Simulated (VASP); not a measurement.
Given:

```
BeSe
1.0
    0.00000     2.57570     2.57570
    2.57570     0.00000     2.57570
    2.57570     2.57570     0.00000
Be Se
1 1
Direct
  0.00000   0.00000   0.00000
  0.25000   0.25000   0.25000
```

Level of theory: PBE GGA, VASP's PBE PAW potentials (set 64) (plane waves; VASP). Numerical set-up: 300 eV cut-off, 8×8×8 Γ-centred mesh, Gaussian smearing of 0.020 eV, potentials Be Se.

At this cut-off the stress carries a Pulay error, which pulls relaxed volumes low.

Question: Estimate the energy per atom (σ→0), pressure, band gap (on the k-mesh) with the smallest direct gap where there is one.

Answer: 
| Property | Value |
|---|---|
| band gap (on the k-mesh) | 2.63 eV |
| smallest direct gap (on the k-mesh) | 4.33 eV |
| energy per atom (σ→0) | -4427 meV/atom |
| pressure | 1.39 GPa |

The absolute energy has meaning only against runs of the same code, potentials and settings.

The structure comes from a computed database's BeSe entry; how it stands against other phases isn't given here. The cell was not relaxed at this level.
